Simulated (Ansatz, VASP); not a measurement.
# Ba5Na8Ca7Si22O60 (glassy 58SiO2-11Na2O-13BaO-18CaO (mol %)): VASP beside Ansatz

One calculation is typed for both programs; each brings its own data sets. How far apart do they land? Of the first pair: The structure shown is the start of the Ansatz relaxation below; VASP solves that cell, so the two are compared at the walk's first step.

Calculated with Ansatz 0.2.0; plane waves, with VASP 6.6.1 beside it; single point at LDA.

## (1) The structure

The cell holds 102 atoms: 22 Si, 8 Na, 5 Ba, 7 Ca and 60 O. Cell: a = 11.396 Å, b = 11.396 Å, c = 11.396 Å, α = 90.0°, β = 90.0°, γ = 90.0°. As first built, before any earlier steps moved the atoms (in the runner's words): 102 atoms (22 Si, 8 Na, 5 Ba, 7 Ca, 60 O) placed at random at 3.02 g/cm^3, melted at 4000 K for 10 ps at fixed volume with the Morse and Coulomb pair potential with partial charges (Pedone, Malavasi, Menziani, Cormack and Segre, J. Phys. Chem. B 110, 11780 (2006)). Quenched from 4000 K to 300 K at 50 K/ps and fixed volume, held 10 ps at zero pressure.

## (2) Ansatz: relaxation, LDA

Ansatz runs on its default PAW (the set named soft_2) files.

The two programs are compared at the cell with which this relaxation starts, whose forces are those of its first step.

The input, input.yaml:

```yaml
crystal:
  lattice:
    - [11.39575, 0.0, 0.0]
    - [0.0, 11.39575, 0.0]
    - [0.0, 0.0, 11.39575]
  atoms:
    - { symbol: Si, position: [0.45292, 0.57218, 0.96812] }
    - { symbol: Si, position: [0.64082, 0.91683, 0.33929] }
    - { symbol: Si, position: [0.78261, 0.10787, 0.48856] }
    - { symbol: Si, position: [0.21488, 0.61838, 0.64231] }
    - { symbol: Si, position: [0.79737, 0.04642, 0.8984] }
    - { symbol: Si, position: [0.62128, 0.2247, 0.16479] }
    - { symbol: Si, position: [0.26546, 0.48464, 0.40424] }
    - { symbol: Si, position: [0.92807, 0.83081, 0.78122] }
    - { symbol: Si, position: [0.59131, 0.49054, 0.17878] }
    - { symbol: Si, position: [0.39364, 0.8187, 0.07449] }
    - { symbol: Si, position: [0.87312, 0.73098, 0.01815] }
    - { symbol: Si, position: [0.64562, 0.1926, 0.71695] }
    - { symbol: Si, position: [0.95892, 0.67879, 0.55057] }
    - { symbol: Si, position: [0.65889, 0.89145, 0.07274] }
    - { symbol: Si, position: [0.19792, 0.53595, 0.90879] }
    - { symbol: Si, position: [0.38481, 0.11417, 0.78123] }
    - { symbol: Si, position: [0.36406, 0.71765, 0.33287] }
    - { symbol: Si, position: [0.16818, 0.08264, 0.31831] }
    - { symbol: Si, position: [0.57626, 0.73641, 0.50294] }
    - { symbol: Si, position: [0.85853, 0.48222, 0.13197] }
    - { symbol: Si, position: [0.03567, 0.31529, 0.97961] }
    - { symbol: Si, position: [0.44739, 0.08343, 0.32227] }
    - { symbol: Na, position: [0.02176, 0.90037, 0.44757] }
    - { symbol: Na, position: [0.49594, 0.7838, 0.79697] }
    - { symbol: Na, position: [0.9906, 0.41084, 0.68342] }
    - { symbol: Na, position: [0.24168, 0.32754, 0.75937] }
    - { symbol: Na, position: [0.88076, 0.99823, 0.18024] }
    - { symbol: Na, position: [0.73549, 0.89478, 0.62428] }
    - { symbol: Na, position: [0.45394, 0.08931, 0.00442] }
    - { symbol: Na, position: [0.66307, 0.5525, 0.71329] }
[... 66 atom lines left out ...]
    - { symbol: O, position: [0.08921, 0.21491, 0.05117] }
    - { symbol: O, position: [0.17099, 0.64394, 0.98233] }
    - { symbol: O, position: [0.11337, 0.32821, 0.57526] }
    - { symbol: O, position: [0.28055, 0.89034, 0.04751] }
    - { symbol: O, position: [0.68012, 0.90767, 0.20549] }
    - { symbol: O, position: [0.72876, 0.77393, 0.03619] }
kpoints:
  mp_grid: { grid: [1, 1, 1] }
hamiltonian:
  xc: lda
scf:
  occupations: { method: fixed }
output:
  forces: true
relax:
  f_tol: 0.05
  max_steps: 150
  cell: {}
```

On the command line:

```sh
ansatz run input.yaml --threads 4 --pin off --max-ram 8192MiB --backend cpu --events-out ev --progress --plain --runs-dir out
```

Numbers of over 12 decimals in the logs are rounded to 6 here.

Output:

```text
Engine: ansatz 0.2.0, aarch64-unknown-linux-gnu
Pseudopotentials: kind: paw
Pseudopotential: Si, paw, valence charge 4, recommended cutoff 420 eV (normal), Si.paw.azcp
Pseudopotential: Na, paw, valence charge 9, recommended cutoff 420 eV (normal), Na.paw.azcp
Pseudopotential: Ba, paw, valence charge 10, recommended cutoff 420 eV (normal), Ba.paw.azcp
Pseudopotential: Ca, paw, valence charge 10, recommended cutoff 420 eV (normal), Ca.paw.azcp
Pseudopotential: O, paw, valence charge 6, recommended cutoff 420 eV (normal), O.paw.azcp
Functional definition: SPW92
  exchange = slater_x
  correlation = pw_c
Crystal: 102 atoms, lattice volume = 1479.888 Å³
Basis set: ecut = 420 eV, 28887 PW (Γ)
Bands: 422, of which v1, the nominal top of the filled ones, is band 320 counted from 1 (319 counted from 0)
Symmetry: 1 space group operations
Space group: P1 (ITA 1), of the structure as read, at distance tolerance 1.1e-4 Å
k-points: 1
Non-local potential: Si, projectors of the file, l = 0: 2, l = 1: 2, l = 2: 2
Non-local potential: Na, projectors of the file, l = 0: 3, l = 1: 2, l = 2: 1
Non-local potential: Ba, projectors of the file, l = 0: 3, l = 1: 2, l = 2: 2, l = 3: 2
Non-local potential: Ca, projectors of the file, l = 0: 3, l = 1: 2, l = 2: 2
Non-local potential: O, projectors of the file, l = 0: 2, l = 1: 2, l = 2: 1
PAW form: soft (Blöchl's): semilocal exchange-correlation on the pseudo side does not see the compensation charge
PAW frozen core: Si, regenerated for the run's functional, and the local potential with it (the file was generated under x = pbe(κ = 0.804, μ = 0.219515), c = pbe(β = 0.066725))
PAW frozen core: Na, regenerated for the run's functional, and the local potential with it (the file was generated under x = pbe(κ = 0.804, μ = 0.219515), c = pbe(β = 0.066725))
PAW frozen core: Ba, regenerated for the run's functional, and the local potential with it (the file was generated under x = pbe(κ = 0.804, μ = 0.219515), c = pbe(β = 0.066725))
PAW frozen core: Ca, regenerated for the run's functional, and the local potential with it (the file was generated under x = pbe(κ = 0.804, μ = 0.219515), c = pbe(β = 0.066725))
PAW frozen core: O, regenerated for the run's functional, and the local potential with it (the file was generated under x = pbe(κ = 0.804, μ = 0.219515), c = pbe(β = 0.066725))
PAW one-centre angular grid: Si, 110 points (default); XC on 64 Gauss nodes
PAW one-centre angular grid: Na, 110 points (default); XC on 64 Gauss nodes
PAW one-centre angular grid: Ba, 194 points (default); XC on 64 Gauss nodes
PAW one-centre angular grid: Ca, 110 points (default); XC on 64 Gauss nodes
PAW one-centre angular grid: O, 110 points (default); XC on 64 Gauss nodes
Initial density: superposition of atomic densities (neutral atoms: chi_scale 0, normalization atom), corrected by the library's trained network
Initial wavefunctions: pseudopotential atomic-orbital guess
Functional: x = slater, c = lda
SCF iter   1: F=—  HF=-99868.614537 eV  |F-HF|=—  |Δ(HF+E_count)|=         —  Δρ=1.34e-2  dr2=2.45e0  ethr=1.77e-3  ⟨swp⟩=6.0  Hψ=1430  notcnv=0  defer=99
preconditioner: auto → Resta (q_TF=auto, 2.373 Å⁻¹)  ε∞=3.1  [insulator: Δε(μ)=2.539 eV  Ē_g=16.312 eV  n_scr=340 (ndim 8)  ℏωp=23.6 eV  f_vac=0.120  ε∞_Penn≈3.1]
SCF iter   2: F=—  HF=-99867.961621 eV  |F-HF|=—  |Δ(HF+E_count)|=   6.53e-1  Δρ=4.31e-3  dr2=1.25e-1  ethr=3.83e-4  ⟨swp⟩=2.0  Hψ=654  notcnv=0  defer=99
SCF iter   3: F=—  HF=-99867.928297 eV  |F-HF|=—  |Δ(HF+E_count)|=   3.33e-2  Δρ=1.73e-3  dr2=3.40e-2  ethr=1.95e-5  ⟨swp⟩=3.0  Hψ=550  notcnv=0  defer=97
automatic band count: iteration 3 solves 419 bands in place of 422: the levels show a gap, and the empty bands left out lie too high to hold charge; the band table lists the bands solved (type scf.n_extra_bands for more)
SCF iter   4: F=—  HF=-99867.922701 eV  |F-HF|=—  |Δ(HF+E_count)|=   5.60e-3  Δρ=1.08e-3  dr2=1.57e-2  ethr=5.31e-6  ⟨swp⟩=3.0  Hψ=524  notcnv=0  defer=97
SCF iter   5: F=—  HF=-99867.919056 eV  |F-HF|=—  |Δ(HF+E_count)|=   3.65e-3  Δρ=2.32e-4  dr2=9.20e-4  ethr=2.45e-6  ⟨swp⟩=3.0  Hψ=524  notcnv=0  defer=97
SCF iter   6: F=—  HF=-99867.919021 eV  |F-HF|=—  |Δ(HF+E_count)|=   3.45e-5  Δρ=1.10e-4  dr2=2.03e-4  ethr=1.44e-7  ⟨swp⟩=2.0  Hψ=623  notcnv=0  defer=96
SCF iter   7: F=—  HF=-99867.919041 eV  |F-HF|=—  |Δ(HF+E_count)|=   1.90e-5  Δρ=3.55e-5  dr2=2.24e-5  ethr=3.16e-8  ⟨swp⟩=3.0  Hψ=522  notcnv=0  defer=95
SCF iter   8: F=—  HF=-99867.919094 eV  |F-HF|=—  |Δ(HF+E_count)|=   5.36e-5  Δρ=1.61e-5  dr2=3.91e-6  ethr=3.50e-9  ⟨swp⟩=2.0  Hψ=622  notcnv=0  defer=95
SCF iter   9: F=—  HF=-99867.919095 eV  |F-HF|=—  |Δ(HF+E_count)|=   5.90e-7  Δρ=6.27e-6  dr2=7.13e-7  ethr=6.12e-10  ⟨swp⟩=2.0  Hψ=601  notcnv=0  defer=95
[...]
--- Relaxed structure (39 steps of the walk, 34 accepted, 3 SCFs on fresh bases) ---
  F+E_penalty+E_count = -99880.28190007 eV   max|allowed force component| = 3.059e-2 eV/Å   (the final SCF, on the basis selected at the relaxed cell)
  cell:  # Å, volume = 1361.1382 Å³
    - [10.645435, 0.417233, 0.187118]
    - [0.417233, 11.542519, 0.275613]
    - [0.187118, 0.275613, 11.102660]
  atoms:
    - { symbol: Si, position: [0.462811, 0.570167, 0.972106] }
    - { symbol: Si, position: [0.645841, 0.920940, 0.340008] }
    - { symbol: Si, position: [0.784826, 0.111115, 0.484028] }
    - { symbol: Si, position: [0.225383, 0.609929, 0.658966] }
    - { symbol: Si, position: [0.824055, 0.034145, 0.887013] }
    - { symbol: Si, position: [0.623134, 0.227359, 0.142000] }
    - { symbol: Si, position: [0.270195, 0.503796, 0.417824] }
    - { symbol: Si, position: [0.944784, 0.824559, 0.760116] }
    - { symbol: Si, position: [0.588491, 0.477030, 0.193466] }
    - { symbol: Si, position: [0.401191, 0.815723, 0.078410] }
    - { symbol: Si, position: [0.884919, 0.737530, 0.00930061] }
    - { symbol: Si, position: [0.633143, 0.180203, 0.725210] }
    - { symbol: Si, position: [0.966614, 0.676356, 0.540827] }
    - { symbol: Si, position: [0.666897, 0.886908, 0.063908] }
    - { symbol: Si, position: [0.196507, 0.538391, 0.915559] }
    - { symbol: Si, position: [0.364112, 0.075522, 0.794603] }
    - { symbol: Si, position: [0.355849, 0.739786, 0.339316] }
    - { symbol: Si, position: [0.152890, 0.103842, 0.325395] }
    - { symbol: Si, position: [0.574862, 0.737306, 0.523190] }
    - { symbol: Si, position: [0.853480, 0.485839, 0.121232] }
    - { symbol: Si, position: [0.036449, 0.326922, 0.976254] }
    - { symbol: Si, position: [0.438438, 0.089437, 0.304306] }
    - { symbol: Na, position: [0.026659, 0.913879, 0.426426] }
    - { symbol: Na, position: [0.535235, 0.802374, 0.820061] }
    - { symbol: Na, position: [0.993269, 0.442920, 0.705407] }
    - { symbol: Na, position: [0.223442, 0.305122, 0.769286] }
    - { symbol: Na, position: [0.878222, 1.001830, 0.150109] }
    - { symbol: Na, position: [0.737346, 0.910512, 0.611443] }
    - { symbol: Na, position: [0.497603, 0.099674, -0.011766] }
    - { symbol: Na, position: [0.507980, 0.540161, 0.699438] }
    - { symbol: Ba, position: [0.035087, 0.121446, 0.691784] }
    - { symbol: Ba, position: [0.312968, 0.903345, 0.578443] }
    - { symbol: Ba, position: [0.290059, 0.331516, 0.173346] }
    - { symbol: Ba, position: [0.577903, 0.348632, 0.466135] }
    - { symbol: Ba, position: [0.097864, 0.698200, 0.219491] }
    - { symbol: Ca, position: [0.145706, 1.051730, 0.041311] }
    - { symbol: Ca, position: [0.260859, 0.231438, 0.502589] }
    - { symbol: Ca, position: [0.695833, 0.377339, 0.895898] }
    - { symbol: Ca, position: [-0.00471632, 0.384610, 0.443028] }
    - { symbol: Ca, position: [0.928070, 0.238481, 0.233765] }
    - { symbol: Ca, position: [0.776292, 0.608742, 0.391425] }
    - { symbol: Ca, position: [0.228665, 0.805904, 0.871914] }
    - { symbol: O, position: [0.558743, 0.825689, 0.627837] }
    - { symbol: O, position: [0.888291, 0.447197, 0.256360] }
    - { symbol: O, position: [0.944189, 0.733281, 0.407926] }
    - { symbol: O, position: [0.704325, 0.489272, 0.094549] }
    - { symbol: O, position: [0.895337, 0.031966, 0.543869] }
    - { symbol: O, position: [0.170926, 0.055935, 0.461839] }
    - { symbol: O, position: [0.079366, 0.875526, 0.746336] }
    - { symbol: O, position: [0.229385, 0.818531, 0.358081] }
    - { symbol: O, position: [0.329931, 0.604244, 0.329377] }
    - { symbol: O, position: [0.896387, 0.767218, 0.639727] }
    - { symbol: O, position: [0.611157, 0.319159, 0.718903] }
    - { symbol: O, position: [0.112060, 0.675287, 0.584016] }
    - { symbol: O, position: [0.762878, 0.177344, 0.161222] }
    - { symbol: O, position: [0.128976, 0.508258, 0.374498] }
    - { symbol: O, position: [0.139210, 0.426719, 0.986432] }
    - { symbol: O, position: [0.670595, 0.797544, 0.415557] }
    - { symbol: O, position: [1.021277, 0.296714, 0.841595] }
    - { symbol: O, position: [0.612899, 0.534647, 0.314376] }
    - { symbol: O, position: [0.424081, 0.711172, 0.980343] }
    - { symbol: O, position: [0.432688, 0.765238, 0.211899] }
    - { symbol: O, position: [0.929272, 0.724994, 0.868746] }
    - { symbol: O, position: [0.299985, 0.131282, 0.915041] }
    - { symbol: O, position: [0.955512, 0.056602, 0.938886] }
    - { symbol: O, position: [0.577095, 0.337872, 0.228068] }
[...]
- { symbol: O, position: [0.447507, 0.167780, 0.414500] }
    - { symbol: O, position: [0.719068, 0.023063, 0.392421] }
    - { symbol: O, position: [0.083084, 0.235484, 0.080393] }
    - { symbol: O, position: [0.159185, 0.654049, 0.980236] }
    - { symbol: O, position: [0.095827, 0.310559, 0.593576] }
    - { symbol: O, position: [0.265719, 0.877553, 0.057447] }
    - { symbol: O, position: [0.699020, 0.898518, 0.203593] }
    - { symbol: O, position: [0.729260, 0.768223, 0.010305] }
```

In the SCF lines HF is the Harris–Foulkes energy and dr2 the Hartree energy of the density residual, in eV; the loop may stop once dr2 is under the threshold and the program's other checks hold. Hψ counts applications of the Hamiltonian.

## (3) VASP: single point, LDA, start cell, pair 1

The same cell, functional (in two slightly different forms) and mesh now go to VASP, with its own data sets.

Lines of VASP's logs that name or quote its potential files are left out, and so is its time.

The input, INCAR:

```
SYSTEM = Ba5Na8Ca7Si22O60
PREC = Accurate
ENCUT = 520
EDIFF = 1E-06
NELM = 120
ISMEAR = 0
SIGMA = 0.01
LREAL = Auto
ALGO = Normal
GGA = PW92
NBANDS = 384
LORBIT = 11
LWAVE = .FALSE.
LCHARG = .FALSE.
ISIF = 2
LASPH = .TRUE.
GGA_COMPAT = .FALSE.
EFERMI = MIDGAP
NCORE = 2
```

The input, POSCAR:

```
Ba5Na8Ca7Si22O60
1.0
   11.3957500000      0.0000000000      0.0000000000
    0.0000000000     11.3957500000      0.0000000000
    0.0000000000      0.0000000000     11.3957500000
Si Na Ba Ca O
22 8 5 7 60
Direct
    0.4529232389      0.5721782243      0.9681240813
    0.6408178488      0.9168330299      0.3392931575
    0.7826075511      0.1078735493      0.4885593313
    0.2148783538      0.6183796591      0.6423096330
    0.7973674396      0.0464208148      0.8983963320
    0.6212842507      0.2246978040      0.1647895049
    0.2654586140      0.4846368164      0.4042384222
    0.9280740627      0.8308097317      0.7812210693
    0.5913081631      0.4905425268      0.1787771757
    0.3936379791      0.8186999539      0.0744926837
    0.8731237523      0.7309830419      0.0181471162
    0.6456178839      0.1925981177      0.7169514951
    0.9589188952      0.6787881447      0.5505736788
    0.6588859882      0.8914463726      0.0727376434
    0.1979158897      0.5359541934      0.9087861703
    0.3848101266      0.1141741439      0.7812298445
    0.3640567756      0.7176535112      0.3328697102
    0.1681767326      0.0826360705      0.3183116513
    0.5762586929      0.7364061163      0.5029418862
    0.8585305925      0.4822236360      0.1319702521
    0.0356711932      0.3152929820      0.9796108198
    0.4473860869      0.0834258386      0.3222692671
    0.0217624992      0.9003707523      0.4475703661
    0.4959392756      0.7838009784      0.7969725556
    0.9905973718      0.4108373736      0.6834214510
    0.2416778185      0.3275431630      0.7593708181
    0.8807581774      0.9982317969      0.1802426343
    0.7354934954      0.8947809490      0.6242765943
    0.4539411623      0.0893139986      0.0044227014
    0.6630717592      0.5525042231      0.7132922361
[... 66 atom lines left out ...]
    0.0892086962      0.2149134546      0.0511681987
    0.1709935722      0.6439418204      0.9823311322
    0.1133668254      0.3282100783      0.5752583200
    0.2805519602      0.8903406972      0.0475089397
    0.6801219753      0.9076717197      0.2054888884
    0.7287629160      0.7739288770      0.0361889301
```

The input, KPOINTS:

```
Automatic mesh
0
Gamma
1 1 1
0 0 0
```

Potentials, in the order of the species: Si, Na_pv, Ba_sv, Ca_sv and O (LDA family, release 64).

On the command line:

```sh
mpirun -np 8 vasp_gam
```

Output:

```text
[banner, memory and clock lines left out]
running    8 mpi-ranks, on    1 nodes
[...]
|                                                                             |
|               ----> ADVICE to this user running VASP <----                  |
|                                                                             |
|     You enforced a specific xc type in the INCAR file but a different       |
|     [... a line on the potential file left out ...]
|     I HOPE YOU KNOW WHAT YOU ARE DOING!                                     |
|                                                                             |

 LDA part: xc-table for (Slater(with rela. corr.)+PW92), standard interpolation
 POSCAR, INCAR and KPOINTS ok, starting setup
[...]
entering main loop
       N       E                     dE             d eps       ncg     rms          rms(c)
DAV:   1     0.788354794557E+04    0.78835E+04   -0.34884E+05   768   0.172E+03
DAV:   2     0.188113021924E+03   -0.76954E+04   -0.73166E+04   912   0.465E+02
DAV:   3    -0.838039132688E+03   -0.10262E+04   -0.10087E+04   864   0.189E+02
DAV:   4    -0.901396155717E+03   -0.63357E+02   -0.62911E+02   992   0.494E+01
[...]
DAV:  19    -0.786801138649E+03    0.32955E-05   -0.22188E-05   856   0.990E-03    0.148E-02
DAV:  20    -0.786801137548E+03    0.11012E-05   -0.12639E-05   880   0.757E-03    0.715E-03
DAV:  21    -0.786801137241E+03    0.30664E-06   -0.66368E-06   856   0.518E-03
   1 F= -.78680114E+03 E0= -.78680114E+03  d E =0.000000E+00
```

From OUTCAR (step 3):

```text
  Total       -0.3461677      5.6809154      1.4494816      9.2379073      2.8810418     10.1909753
  in kB       -0.3747731      6.1503547      1.5692587     10.0012767      3.1191151     11.0331009
  external PRESSURE =       2.4482801 kB  Pullay stress =       0.0000000 kB

 POSITION                                       TOTAL-FORCE (eV/Angst)
 -----------------------------------------------------------------------------------
      5.16140      6.52040     11.03250        -0.503228     -1.709177     -1.941956
      7.30260     10.44800      3.86650         0.059155      3.480107      0.134015
      8.91840      1.22930      5.56750         3.442147     -0.780193     -1.444128
      2.44870      7.04690      7.31960        -0.910157      0.381007      1.103309
      9.08660      0.52900     10.23790        -1.252119     -0.830129     -1.318273
      7.08000      2.56060      1.87790        -3.828994      3.321948      1.188805
[...]
10.63330      8.37620      4.90100        -0.688286      1.084118     -2.525655
      8.21180      5.43240      1.07940        -1.467011     -0.501958     -0.941985
      9.98170      0.15460      6.15540         0.560474      0.408537      0.834991
      2.05970      0.44630      5.15760        -0.202185      0.106562      0.846997
      0.58670     10.15700      9.00290         2.223740      0.592866      0.684448
      2.86180      8.91200      4.15920        -3.077106      1.907280      1.019133
      3.85840      6.60590      3.66730         0.742854     -0.860770     -0.288951
[...]
-----------------------------------------------------------------------------------
    total drift:                                0.013758     -0.032041      0.007901

  FREE ENERGIE OF THE ION-ELECTRON SYSTEM (eV)
  ---------------------------------------------------
  free  energy   TOTEN  =      -786.8011372413 eV

  energy  without entropy=     -786.8011372413  energy(sigma->0) =     -786.80113724

[... 3 further parts left out ...]
[key lines of the parts left out:]
E-fermi :   3.3961
```

The run ends at a pressure of 0.24 GPa, with forces up to 7.3 eV/Å.

## (4) Differences

Known differences besides the potentials themselves: fixed occupations in Ansatz, narrow Gaussian smearing in VASP; the data sets hold 640 valence electrons in Ansatz (on its default PAW (the set named soft_2) files) and 624 in VASP; the cutoff is 420 eV in Ansatz and 520 eV in VASP (PREC = Accurate, projectors in real space); VASP's log shows a relativistic correction to its local exchange, Ansatz's none. Total energies have different zeros and are not compared.

Forces on 9 of the 102 atoms, those with the largest forces and the largest differences (eV/Å; atoms numbered as in POSCAR):

| atom | Ansatz x, y, z | VASP x, y, z |
| --- | --- | --- |
| Si6 | -3.842, 3.331, 1.111 | -3.829, 3.322, 1.189 |
| Si9 | 3.286, -2.463, -0.882 | 3.283, -2.485, -0.932 |
| Si21 | -2.131, 2.672, -1.972 | -2.183, 2.704, -1.901 |
| O43 | -0.285, 0.525, 1.433 | -0.253, 0.584, 1.539 |
| O50 | -3.046, 1.811, 0.909 | -3.077, 1.907, 1.019 |
| O55 | 6.826, -2.159, 1.274 | 6.868, -2.180, 1.285 |
| O60 | 0.618, 2.001, 3.208 | 0.627, 2.091, 3.276 |
| O78 | 2.006, -4.585, 0.759 | 2.034, -4.615, 0.804 |
| O91 | -1.220, 0.838, -3.897 | -1.273, 0.857, -4.010 |

The forces differ by 41 meV/Å r.m.s., which is 3.0 % of the r.m.s. force of 1.359 eV/Å (both taken over all components).

(Part 1 of 2 ends here.)

[Lines on the potential files, build, host, timing and source positions are cut from VASP's logs without a mark.]

[Logs are printed without paths, hosts, clocks, repeated set-up lines and the standing remarks that a program may print on its own settings, such as how far it seeks lower states.]

[Hosts, paths, dates, database ids (printed as entryN), source tags and the programs' standing remarks are cut or masked in the printed files.]
